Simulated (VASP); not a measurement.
Input:

```xyz
2
Lattice="0.0000 2.5812 2.5812 2.5812 0.0000 2.5812 2.5812 2.5812 0.0000" Properties=species:S:1:pos:R:3 pbc="T T T"
Fe     0.0000     0.0000     0.0000
P      2.5812     2.5812     2.5812
```
Starting moments (μB, in the order of the record's atoms Fe P): 4.0 0.0.

These are PBEsol GGA, VASP's PBE PAW potentials (set 64) (plane waves; VASP) values and carry that method's errors. Settings: 400 eV cut-off, 11×11×11 Γ-centred mesh, first-order Methfessel-Paxton smearing of 0.10 eV, potentials Fe P.

Energy and stress use the plane-wave basis of the starting cell.

Task: The ions, cell shape and volume are relaxed. What does this cell relax into?

Result: 
```xyz
2
Lattice="0.0000 2.2927 2.2927 2.2927 0.0000 2.2927 2.2927 2.2927 0.0000" Properties=species:S:1:pos:R:3 pbc="T T T"
Fe     2.2927     2.2927     0.0000
P      2.2927     2.2927     2.2927
```
Space group Fm-3m (225), at a tolerance of 0.03 Å. The cell ends with 1.08 μB, on the sites 1.08 -0.01 μB.

Task: How do energy and volume change from the first to the last step?

Result: The energy (σ→0) changes by -453.2 meV/atom and the volume by -29.9 %, in 6 ionic steps.

The structure was generated: FeP was put into the rock salt type (Fm-3m), which need not be its known phase. This run relaxes it. Symmetry was kept, so distortions that lower it aren't found.
